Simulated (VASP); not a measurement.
Consider the following.

```
CELL_PARAMETERS angstrom
      1.32826    -2.30062     0.00000
      1.32826     2.30062     0.00000
      0.00000     0.00000     4.83603
ATOMIC_POSITIONS crystal
  Zn 0.33333 0.66667 0.25000
  Zn 0.66667 0.33333 0.75000
```

Computed with rev-vdW-DF2, VASP's PBE PAW potentials (set 64) (plane waves; VASP). Numerical set-up: 520 eV cut-off, Gaussian smearing of 0.050 eV, potentials Zn.

Question: Estimate the band gap (along the path) with the smallest direct gap where there is one.

Answer: 
The band gap (along the path) is none (metal, semimetal or under 0.01 eV).

Total energies compare only between runs with the same potentials, cut-off and functional.

The compound is Zn in the hcp structure. It was relaxed first.
